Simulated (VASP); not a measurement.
## Lattice of Bi4Te3 (Pilsenite), functional by functional

Which functional gives which lattice for Bi4Te3 (Pilsenite)? The starting structure is a measured crystal structure from the Crystallography Open Database. The first relaxation on each setting starts from this cell expanded by 3 % in volume.

Main program and level: VASP 6.6.1; Kohn-Sham DFT with plane waves and PAW; PBEsol, LDA, PBE, PBEsol + D3(BJ) and r2SCAN.

**1. Starting point**

The structure is trigonal, space group R-3m (No. 166). The conventional cell has a = 4.451 Å, b = 4.451 Å, c = 41.888 Å, α = 90.00°, β = 90.00°, γ = 120.00°. Nearest to Bi lie 3 Bi at 3.10 Å and 3 Te at 3.40 Å. Nearest to Bi lie 6 Te at 3.12 to 3.33 Å. Te has 6 Bi at 3.12 to 3.40 Å nearest. Te has 6 Bi at 3.33 Å nearest. Farther neighbours and most contacts between anions are not listed.

**2. Relaxation with PBEsol**

PBEsol restores the gradient expansion of exchange and is tuned for the cells of solids. This run starts from the cell of an earlier relaxation, which isn't shown; the restart sets up the plane waves anew.

The input, INCAR:

```
SYSTEM = Bi4Te3
PREC = Accurate
ENCUT = 450
EDIFF = 1E-06
NELM = 100
ISMEAR = 1
SIGMA = 0.15
LREAL = .FALSE.
ALGO = Normal
GGA = PS
NBANDS = 48
LORBIT = 11
LWAVE = .FALSE.
LCHARG = .FALSE.
KPAR = 8
IBRION = 2
NSW = 50
ISIF = 3
EDIFFG = -0.006
```

The input, POSCAR:

```
Bi4Te3
1.0
   -4.4407523252      0.0000000000      0.0000000000
    2.2203761626     -3.8458043256      0.0000000000
    2.2203761626      1.2819347752     13.8193477765
Bi Te
4 3
Direct
    0.7067405134      0.8533702567      0.5601107701
    0.2932594866      0.1466297433      0.4398892299
    0.5713475443      0.2856737721      0.8570213164
    0.4286524557      0.7143262279      0.1429786836
    0.1558342096      0.5779171048      0.7337513145
    0.8441657904      0.4220828952      0.2662486855
    0.0000000000      0.0000000000      0.0000000000
```

The input, KPOINTS:

```
Automatic mesh
0
Gamma
8 8 8
0 0 0
```

The projector-augmented-wave data sets are Bi_d and Te (PBE family, release 64).

The run is started by

```
> mpirun -np 8 vasp_std
```

Output:

```text
[banner, memory and clock lines left out]
running    8 mpi-ranks, on    1 nodes
 distrk:  each k-point on    1 cores,    8 groups
 distr:  one band on    1 cores,    1 groups

 POSCAR found type information on POSCAR BiTe
 POSCAR found :  2 types and       7 ions
|                                                                             |
|           W    W    AA    RRRRR   N    N  II  N    N   GGGG   !!!           |
|           W    W   A  A   R    R  NN   N  II  NN   N  G    G  !!!           |
|           W    W  A    A  R    R  N N  N  II  N N  N  G       !!!           |
|           W WW W  AAAAAA  RRRRR   N  N N  II  N  N N  G  GGG   !            |
|           WW  WW  A    A  R   R   N   NN  II  N   NN  G    G                |
|           W    W  A    A  R    R  N    N  II  N    N   GGGG   !!!           |
|                                                                             |
|     For optimal performance we recommend to set                             |
|       NCORE = 2 up to number-of-cores-per-socket                            |
|     NCORE specifies how many cores store one orbital (NPAR=cpu/NCORE).      |
|     This setting can greatly improve the performance of VASP for DFT.       |
|     The default, NCORE=1 might be grossly inefficient on modern             |
|     multi-core architectures or massively parallel machines. Do your        |
|     Unfortunately you need to use the default for GW and RPA                |
|     calculations (for HF NCORE is supported but not extensively tested      |
|     yet).                                                                   |
|                                                                             |

|                                                                             |
|               ----> ADVICE to this user running VASP <----                  |
|                                                                             |
|     You enforced a specific xc type in the INCAR file but a different       |
|     [... a line on the potential file left out ...]
|     I HOPE YOU KNOW WHAT YOU ARE DOING!                                     |
|                                                                             |

 LDA part: xc-table for (Slater+PW92), standard interpolation
 POSCAR, INCAR and KPOINTS ok, starting setup
 FFT: planning ... GRIDC
 FFT: planning ... GRID_SOFT
 FFT: planning ... GRID
 WAVECAR not read
 entering main loop
       N       E                     dE             d eps       ncg     rms          rms(c)
DAV:   1     0.800833554973E+03    0.80083E+03   -0.34265E+04  6240   0.154E+03
DAV:   2     0.704561134139E+02   -0.73038E+03   -0.71136E+03  6312   0.438E+02
DAV:   3    -0.242449562172E+02   -0.94701E+02   -0.91070E+02  7664   0.175E+02
DAV:   4    -0.290072127938E+02   -0.47623E+01   -0.47191E+01  7240   0.408E+01
DAV:   5    -0.292468973903E+02   -0.23968E+00   -0.23957E+00  8504   0.893E+00    0.824E+00
DAV:   6    -0.289436836872E+02    0.30321E+00   -0.73776E-01  7776   0.709E+00    0.622E+00
DAV:   7    -0.289429980044E+02    0.68568E-03   -0.33152E-01  6880   0.289E+00    0.179E+00
DAV:   8    -0.289366950068E+02    0.63030E-02   -0.94402E-02  7240   0.126E+00    0.417E-01
DAV:   9    -0.289348453554E+02    0.18497E-02   -0.12956E-02  7320   0.597E-01    0.312E-01
DAV:  10    -0.289349146757E+02   -0.69320E-04   -0.50564E-03  7008   0.341E-01    0.914E-02
DAV:  11    -0.289348947627E+02    0.19913E-04   -0.74959E-04  7240   0.132E-01    0.470E-02
DAV:  12    -0.289348987905E+02   -0.40279E-05   -0.79719E-05  7336   0.445E-02    0.218E-02
DAV:  13    -0.289348998217E+02   -0.10312E-05   -0.15181E-05  6992   0.186E-02    0.717E-03
DAV:  14    -0.289348996952E+02    0.12648E-06   -0.16296E-06  4624   0.716E-03
   1 F= -.28934900E+02 E0= -.28935487E+02  d E =-.289349E+02
 curvature:   0.00 expect dE= 0.000E+00 dE for cont linesearch  0.000E+00
 trial: gam= 0.00000 g(F)=  0.660E-05 g(S)=  0.216E-05 ort = 0.000E+00 (trialstep = 0.100E+01)
 search vector abs. value=  0.876E-05
 bond charge predicted
       N       E                     dE             d eps       ncg     rms          rms(c)
DAV:   1    -0.289349222555E+02   -0.22434E-04   -0.28422E-03  8528   0.272E-01    0.240E-02
DAV:   2    -0.289349105282E+02    0.11727E-04   -0.59760E-05  8144   0.677E-02    0.113E-02
DAV:   3    -0.289349067666E+02    0.37617E-05   -0.12894E-05  7584   0.307E-02    0.407E-03
DAV:   4    -0.289349062578E+02    0.50877E-06   -0.13663E-06  3504   0.829E-03
   2 F= -.28934906E+02 E0= -.28935494E+02  d E =-.656260E-05
 trial-energy change:   -0.000007  1 .order   -0.000007   -0.000009   -0.000005
 step:   2.0573(harm=  2.0573)  dis= 0.00081  next Energy=   -28.934909 (dE=-0.901E-05)
 reached required accuracy - stopping structural energy minimisation
```

Run time: 57 s. Hardware: 8 MPI ranks of Intel Xeon 6975P-C (Granite Rapids), shared host; peak memory 5.2 GiB.

Lines that name or quote the potential files are left out of all logs, and their timing lines are given in words.

From OUTCAR (step 2):

```text
ion  position               nearest neighbor table
   1  0.707  0.853  0.560-   2 3.06   2 3.06   2 3.06   5 3.51   5 3.51   5 3.51
   2  0.293  0.147  0.440-   1 3.06   1 3.06   1 3.06   6 3.51   6 3.51   6 3.51
   3  0.571  0.286  0.857-   5 3.08   5 3.08   5 3.08   7 3.24   7 3.24   7 3.24
   4  0.429  0.714  0.143-   6 3.08   6 3.08   6 3.08   7 3.24   7 3.24   7 3.24
   5  0.156  0.578  0.734-   3 3.08   3 3.08   3 3.08   1 3.51   1 3.51   1 3.51
   6  0.844  0.422  0.266-   4 3.08   4 3.08   4 3.08   2 3.51   2 3.51   2 3.51
   7  0.000  0.000  0.000-   3 3.24   4 3.24   3 3.24   4 3.24   3 3.24   4 3.24

  LATTYP: Found a trigonal (rhomboedric) cell.
 ALAT       =    14.0551698687
 COS(alpha) =     0.9500873176

 Subroutine GETGRP returns: Found 12 space group operations
 (whereof 12 operations were pure point group operations)

The static configuration has the point symmetry D_3d.

 Found     65 irreducible k-points:

   k-points           NKPTS =     65   k-points in BZ     NKDIM =     65   number of bands    NBANDS=     48

   dimension x,y,z NGX =    32 NGY =   32 NGZ =   98
   dimension x,y,z NGXF=    64 NGYF=   64 NGZF=  196

   ENCUT  =  450.0 eV  33.07 Ry    5.75 a.u.   7.68  7.68 24.31*2*pi/ulx,y,z

   NELECT =      78.0000    total number of electrons

 k-points in reciprocal lattice and weights: Automatic mesh
   0.00000000  0.00000000  0.00000000       0.002
   0.12500000  0.00000000  0.00000000       0.012
   0.25000000  0.00000000  0.00000000       0.012
   0.37500000  0.00000000 -0.00000000       0.012
   0.50000000  0.00000000  0.00000000       0.006
   0.00000000  0.12500000  0.00000000       0.012
   0.12500000  0.12500000 -0.00000000       0.023
   0.25000000  0.12500000  0.00000000       0.023
   0.37500000  0.12500000 -0.00000000       0.023
[...]
0.12500000  0.12500000  0.37500000       0.012
   0.00000000  0.00000000  0.50000000       0.002

 average (electrostatic) potential at core
       1-103.9349       2-103.9349       3-104.8291       4-104.8291       5 -88.0606
       6 -88.0606       7 -87.8898

 E-fermi :   6.5058

 k-point     1 :       0.0000    0.0000    0.0000
  band No.  band energies     occupation
    ...
     35       4.9082      2.00000
     36       4.9082      2.00000
     37       5.8449      2.00000
     38       5.8449      2.00000
     39       6.0353      2.00009
     40       6.9813     -0.00007
     41       6.9813     -0.00007
     42       7.2727     -0.00000
     43       7.3533     -0.00000
     44       7.6083     -0.00000
    ...

 k-point     2 :       0.1250    0.0000    0.0000
  band No.  band energies     occupation
    ...
     35       4.9374      2.00000
     36       5.0587      2.00000
     37       5.5773      2.00000
     38       5.7513      2.00000
     39       6.2489      2.03597
     40       6.7317     -0.05482
     41       6.9464     -0.00026
     42       7.4056     -0.00000
     43       8.0635     -0.00000
     44       8.2179     -0.00000
    ...

 k-point     3 :       0.2500    0.0000    0.0000
  band No.  band energies     occupation
    ...
     35       4.7885      2.00000
     36       4.8193      2.00000
     37       5.3157      2.00000
     38       5.6047      2.00000
     39       5.8491      2.00000
     40       7.2053     -0.00000
     41       7.5190     -0.00000
     42       7.5583     -0.00000
     43       8.0591     -0.00000
     44       8.2539     -0.00000
    ...

  Total       -0.0029800     -0.0029800      0.0181778      0.0000000      0.0000000      0.0000000
  in kB       -0.0202270     -0.0202270      0.1233839      0.0000000      0.0000000      0.0000000
  external PRESSURE =       0.0276433 kB  Pullay stress =       0.0000000 kB

  energy-cutoff  :      450.00
  volume of cell :      236.04
      direct lattice vectors                 reciprocal lattice vectors
    -4.440802050  0.000000000  0.000000000    -0.225184547 -0.130010359  0.048235710
     2.220401025 -3.845847389  0.000000000     0.000000000 -0.260020718  0.024117855
     2.220401025  1.281949130 13.821019176     0.000000000  0.000000000  0.072353564

 POSITION                                       TOTAL-FORCE (eV/Angst)
 -----------------------------------------------------------------------------------
      0.00000     -2.56390      7.74137         0.000000     -0.000000     -0.000343
     -0.00000      0.00000      6.07965         0.000000     -0.000000      0.000343
     -0.00000      0.00000     11.84530        -0.000000      0.000000      0.003148
      0.00000     -2.56390      1.97572        -0.000000     -0.000000     -0.003148
      2.22040     -1.28195     10.14118        -0.000000      0.000000      0.002241
     -2.22040     -1.28195      3.67984         0.000000     -0.000000     -0.002241
     -2.22040     -3.84585      0.00000         0.000000     -0.000000      0.000000
 -----------------------------------------------------------------------------------
    total drift:                               -0.000000      0.000000      0.000000

  FREE ENERGIE OF THE ION-ELECTRON SYSTEM (eV)
  ---------------------------------------------------
  free  energy   TOTEN  =       -28.9349062578 eV

  energy  without entropy=      -28.9366705178  energy(sigma->0) =      -28.93549434

 reached required accuracy - stopping structural energy minimisation

 total charge
# of ion       s       p       d       tot
------------------------------------------
    1        1.528   1.348   9.915  12.791
    2        1.528   1.348   9.915  12.791
    3        1.588   1.151   9.943  12.682
    4        1.588   1.151   9.943  12.682
    5        1.408   1.902   0.029   3.339
    6        1.408   1.902   0.029   3.339
    7        1.392   1.950   0.025   3.368
--------------------------------------------------
tot         10.440  10.752  39.799  60.991

[... 3 further parts left out ...]
```

CONTCAR:

```
Bi4Te3
   1.00000000000000
    -4.4408020501362122    0.0000000000000000    0.0000000000000000
     2.2204010250681061   -3.8458473886579636    0.0000000000000000
     2.2204010250681061    1.2819491295526546   13.8210191763327472
  Bi              Te
     4     3
Direct
     0.7067436192594103    0.8533718096297087    0.5601154288891191
     0.2932563807405896    0.1466281903702913    0.4398845711108809
     0.5713665344436151    0.2856832671718066    0.8570498016154289
     0.4286334655563849    0.7143167328281933    0.1429501983845711
     0.1558335354962340    0.5779167677481171    0.7337503033443458
     0.8441664645037660    0.4220832322518830    0.2662496966556543
     1.0000000000000000    1.0000000000000000    0.0000000000000000
```

The PAW data sets were made with PBE, which is usual practice but a small mismatch for other functionals. Methfessel-Paxton smearing is not meant for a cell with a gap. The run keeps the 12 symmetry operations of its start, so it cannot find a distortion of lower symmetry.

With PBEsol the relaxed cell holds 33.721 Å³ an atom, -1.47 % against the measured cell, with a = 4.441 Å and c = 41.463 Å.

**3. Relaxation with LDA**

LDA, the lowest rung, knows the local density alone. This run starts from the cell of an earlier relaxation, which isn't shown; the restart sets up the plane waves anew.

INCAR, as its differences from that of step 2:

```diff
@@ -9,3 +9,3 @@
 ALGO = Normal
-GGA = PS
+GGA = CA
 NBANDS = 48
```

The input, POSCAR:

```
Bi4Te3
1.0
   -4.4123044421      0.0000000000      0.0000000000
    2.2061522211     -3.8211677362      0.0000000000
    2.2061522211      1.2737225787     13.6731011357
Bi Te
4 3
Direct
    0.7069548184      0.8534774092      0.5604322277
    0.2930451816      0.1465225908      0.4395677723
    0.5711290877      0.2855645438      0.8566936315
    0.4288709123      0.7144354562      0.1433063685
    0.1549343076      0.5774671538      0.7324014614
    0.8450656924      0.4225328462      0.2675985386
    0.0000000000      0.0000000000      0.0000000000
```

KPOINTS is that of step 2.

The projector-augmented-wave data sets are Bi_d and Te (LDA family, release 64).

The run is started by

```
> mpirun -np 8 vasp_std
```

Output:

```text
[banner, memory and clock lines left out]
running    8 mpi-ranks, on    1 nodes
[...]
[... a notice as in an earlier step ...]

 LDA part: xc-table for (Slater(with rela. corr.)+CA(PZ))
 , standard interpolation
 POSCAR, INCAR and KPOINTS ok, starting setup
[...]
entering main loop
       N       E                     dE             d eps       ncg     rms          rms(c)
DAV:   1     0.801453844569E+03    0.80145E+03   -0.34285E+04  6240   0.155E+03
DAV:   2     0.696123447295E+02   -0.73184E+03   -0.71341E+03  6288   0.440E+02
DAV:   3    -0.259971207133E+02   -0.95609E+02   -0.91786E+02  7664   0.176E+02
DAV:   4    -0.308502177910E+02   -0.48531E+01   -0.48025E+01  7272   0.414E+01
[...]
DAV:  12    -0.307699668325E+02    0.95018E-06   -0.68622E-05  7520   0.443E-02    0.214E-02
DAV:  13    -0.307699671589E+02   -0.32645E-06   -0.15471E-05  7624   0.199E-02    0.934E-03
DAV:  14    -0.307699671669E+02   -0.79544E-08   -0.22876E-06  5424   0.784E-03
   1 F= -.30769967E+02 E0= -.30770557E+02  d E =-.307700E+02
[...]
reached required accuracy - stopping structural energy minimisation
```

The job ended after 40 s (8 MPI ranks; peak memory 4.5 GiB; 5.1 min of CPU time).

Parts of OUTCAR (step 3):

```text
  Total        0.0264078      0.0264078      0.0147680     -0.0000000     -0.0000000      0.0000000
  in kB        0.1835331      0.1835331      0.1026370     -0.0000000     -0.0000000      0.0000000
  external PRESSURE =       0.1565678 kB  Pullay stress =       0.0000000 kB

 POSITION                                       TOTAL-FORCE (eV/Angst)
 -----------------------------------------------------------------------------------
      0.00000     -2.54745      7.66285         0.000000     -0.000000      0.004778
     -0.00000     -0.00000      6.01025        -0.000000      0.000000     -0.004778
     -0.00000      0.00000     11.71366        -0.000000      0.000000     -0.003423
      0.00000     -2.54745      1.95944         0.000000     -0.000000      0.003423
      2.20615     -1.27372     10.01420         0.000000     -0.000000      0.004836
     -2.20615     -1.27372      3.65890        -0.000000      0.000000     -0.004836
      0.00000      0.00000      0.00000         0.000000      0.000000      0.000000
 -----------------------------------------------------------------------------------
    total drift:                                0.000000      0.000000      0.000000

  FREE ENERGIE OF THE ION-ELECTRON SYSTEM (eV)
  ---------------------------------------------------
  free  energy   TOTEN  =       -30.7699671669 eV

  energy  without entropy=      -30.7717353736  energy(sigma->0) =      -30.77055657

[... 2 parts as in an earlier step ...]

[... 2 further parts left out ...]
[key lines of the parts left out:]
E-fermi :   6.7381
```

With LDA the relaxed cell holds 32.933 Å³ an atom, -3.77 % against the measured cell, with a = 4.412 Å and c = 41.019 Å. That is -2.34 % from PBEsol.

**4. Relaxation with PBE**

PBE, the usual starting point, adds the gradient of the density. This run starts from the cell of an earlier relaxation, which isn't shown; the restart sets up the plane waves anew.

INCAR, as its differences from that of step 3:

```diff
@@ -9,3 +9,3 @@
 ALGO = Normal
-GGA = CA
+GGA = PE
 NBANDS = 48
```

The input, POSCAR:

```
Bi4Te3
1.0
   -4.5093742974      0.0000000000      0.0000000000
    2.2546871487     -3.9052326968      0.0000000000
    2.2546871487      1.3017442322     14.3094564983
Bi Te
4 3
Direct
    0.7053261773      0.8526630886      0.5579892659
    0.2946738227      0.1473369114      0.4420107341
    0.5729174205      0.2864587102      0.8593761307
    0.4270825795      0.7135412898      0.1406238693
    0.1602112820      0.5801056410      0.7403169231
    0.8397887180      0.4198943590      0.2596830769
    0.0000000000      0.0000000000      0.0000000000
```

KPOINTS is that of step 3.

PAW data sets: Bi_d and Te (PBE family, release 64).

The run is started by

```
> mpirun -np 8 vasp_std
```

Output:

```text
[banner, memory and clock lines left out]
running    8 mpi-ranks, on    1 nodes
[...]
[... a notice as in an earlier step ...]

 LDA part: xc-table for (Slater+PW92), standard interpolation
 POSCAR, INCAR and KPOINTS ok, starting setup
[...]
entering main loop
       N       E                     dE             d eps       ncg     rms          rms(c)
DAV:   1     0.785920366287E+03    0.78592E+03   -0.34163E+04  6240   0.151E+03
DAV:   2     0.691542583687E+02   -0.71677E+03   -0.69882E+03  6320   0.427E+02
DAV:   3    -0.217203565999E+02   -0.90875E+02   -0.87545E+02  7680   0.171E+02
DAV:   4    -0.262956479961E+02   -0.45753E+01   -0.45328E+01  7184   0.402E+01
[...]
DAV:  12    -0.261909534931E+02   -0.24643E-04   -0.92992E-05  7344   0.451E-02    0.197E-02
DAV:  13    -0.261909614959E+02   -0.80028E-05   -0.19315E-05  6328   0.216E-02    0.475E-03
DAV:  14    -0.261909619808E+02   -0.48488E-06   -0.18598E-06  5472   0.667E-03
   1 F= -.26190962E+02 E0= -.26191549E+02  d E =-.261910E+02
[...]
reached required accuracy - stopping structural energy minimisation
```

Run time: 49 s. Hardware: 8 MPI ranks; peak memory 5.3 GiB; 6.4 min of CPU time.

Parts of OUTCAR (step 4):

```text
  Total       -0.0191875     -0.0191875     -0.0152216      0.0000000      0.0000000      0.0000000
  in kB       -0.1219949     -0.1219949     -0.0967799      0.0000000      0.0000000      0.0000000
  external PRESSURE =      -0.1135899 kB  Pullay stress =       0.0000000 kB

 POSITION                                       TOTAL-FORCE (eV/Angst)
 -----------------------------------------------------------------------------------
     -0.00000     -2.60349      7.98452        -0.000000     -0.000000      0.000674
      0.00000     -0.00000      6.32493         0.000000      0.000000     -0.000674
     -0.00000      0.00000     12.29721         0.000000      0.000000     -0.001681
      0.00000     -2.60349      2.01225        -0.000000     -0.000000      0.001681
      2.25469     -1.30174     10.59353        -0.000000     -0.000000      0.005643
     -2.25469     -1.30174      3.71592         0.000000      0.000000     -0.005643
      0.00000      0.00000      0.00000        -0.000000     -0.000000      0.000000
 -----------------------------------------------------------------------------------
    total drift:                                0.000000     -0.000000      0.000000

  FREE ENERGIE OF THE ION-ELECTRON SYSTEM (eV)
  ---------------------------------------------------
  free  energy   TOTEN  =       -26.1909619808 eV

  energy  without entropy=      -26.1927229932  energy(sigma->0) =      -26.19154898

[... 2 parts as in an earlier step ...]

[... 2 further parts left out ...]
[key lines of the parts left out:]
E-fermi :   5.9372
```

With PBE the relaxed cell holds 35.999 Å³ an atom, +5.19 % against the measured cell, with a = 4.509 Å and c = 42.928 Å. That is +6.76 % from PBEsol.

(Part 1 of 2 ends here.)

[Lines on the potential files, build, host, timing and source positions are cut from VASP's logs without a mark.]

[Logs are printed without paths, hosts, clocks, repeated set-up lines and the standing remarks that a program may print on its own settings, such as how far it seeks lower states.]

[Hosts, paths, dates, database ids (printed as entryN), source tags and the programs' standing remarks are cut or masked in the printed files.]
